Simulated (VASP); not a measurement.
A run of VASP 6.6.1:

File INCAR:

```
PREC = Accurate ; ENCUT = 520
EDIFF = 1E-7 ; ISMEAR = -1
SIGMA = 0.05 ; LREAL = Auto
LASPH = True ; NELM = 100
ALGO = Normal ; ISIF = 2
LWAVE = False ; LCHARG = False
GGA = PE ; NBANDS = 67
```

The input KPOINTS:

```
Automatic mesh
0
Gamma
  1 1 1
```

POSCAR

```
H26C10O3
1.0
    7.6630940000      0.0000000000      0.0000000000
    0.0000000000      7.6630940000      0.0000000000
    0.0000000000      0.0000000000      7.6630940000
O H C
3 26 10
Direct
    0.1913848375      0.0640211382      0.5929980762
    0.4249197517      0.5193855119      0.0610980369
    0.4576741457      0.7244854363      0.7703937861
    0.0953139815      0.1212826047      0.6478845229
    0.1870001856      0.1280814251      0.4808632127
    0.4944478040      0.4226360788      0.1058188768
    0.4702278218      0.5583384466     -0.0513761152
    0.3469225355      0.7809900283      0.7543819768
    0.5103291177      0.7019618969      0.6589896979
    0.0553562308      0.7621334150      0.6338431970
    0.0210097906      0.5994054099      0.8027044951
    0.1731807022      0.5300470019      0.4253895359
    0.1296604218      0.3729694559      0.6074178393
    0.7592625120      0.3379313891      0.2257834760
    0.7609328556      0.1008339451      0.2282237436
    0.6661408564      0.3384794706      0.5504434632
    0.7023403341      0.1074761709      0.5676819311
    0.0882019717     -0.0046978414      0.2154743241
    0.1955867956     -0.2154612745      0.2094715268
    0.2885518565      0.0784017526     -0.0442119071
    0.4091950327     -0.1325965726      0.0056635088
    0.8259196612      0.8159889465      0.4484481073
    0.8300433219      0.6489284876      0.3120410633
    0.5064794977      0.8766954966      0.4148063432
    0.4878838756      0.6746230700      0.2839453620
    1.0194315769      0.2359229836      1.0082350549
    0.8145404454      0.3688849439      0.9234390182
    0.8784049889     -0.0367084105      0.9099588234
    0.6668194335      0.0942569672      0.8621321884
    0.0614242759      0.6269791288      0.6657624192
    0.1256672566      0.5081498413      0.5590692219
    0.7449340958      0.2259009220      0.3070952803
    0.7211056004      0.2229125729      0.4806152711
    0.1830461691     -0.0896113241      0.1606139765
    0.2996831306     -0.0446425426      0.0345813323
    0.7443990639      0.7445165099      0.3657791487
    0.5746373462      0.7650043181      0.3629865430
    0.8751947973      0.2437135705      0.9512606788
    0.8097904058      0.0937219353      0.9008110823
```

Potentials or basis: VASP PAW PBE potentials, release 64 (O, H, C).

The run is started by

```sh
$ cat potpaw_PBE.64/O/POTCAR potpaw_PBE.64/H/POTCAR potpaw_PBE.64/C/POTCAR > POTCAR
$ mpirun -np 1 vasp_gam > vasp.out
```

Hardware: 1 thread of Intel(R) Xeon(R) 6975P-C (Granite Rapids) (shared host).

Problem. Estimate the wall time of this run.

Solution. Wall time 38 s on 1 thread of Intel(R) Xeon(R) 6975P-C (Granite Rapids), with other jobs on the host, peak memory 0.47 GiB. Counts: scf iterations 18, k points 1.
